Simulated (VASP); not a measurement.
Energy against volume of InP (zinc blende). Calculation: HSE06 screened hybrid, VASP's PBE PAW potentials (set 64) (plane waves; VASP). Settings: 520 eV cut-off, 6×6×6 Γ-centred mesh, Gaussian smearing of 0.050 eV, potentials In_d P.

```
V (Å³/atom)  E (eV/atom)
-----------  -----------
24.051          -4.98284
24.844          -5.00162
25.637          -5.00774
26.430          -5.00314
```

Question: Fit these four points and predict the energy of the run at 27.222 Å³/atom.

Answer: A cubic in V^(−2/3), the third-order Birch-Murnaghan form, passes through the four points with V0 = 25.67 Å³/atom and B0 = 69 GPa, and gives -4.9895 eV/atom there. The run gave -4.9895 eV/atom, -0.1 meV/atom from the fit; all five points give B0 = 69 GPa.

The compound is InP in the zinc blende structure. It was relaxed first. The cell's shape comes from a PBE relaxation.
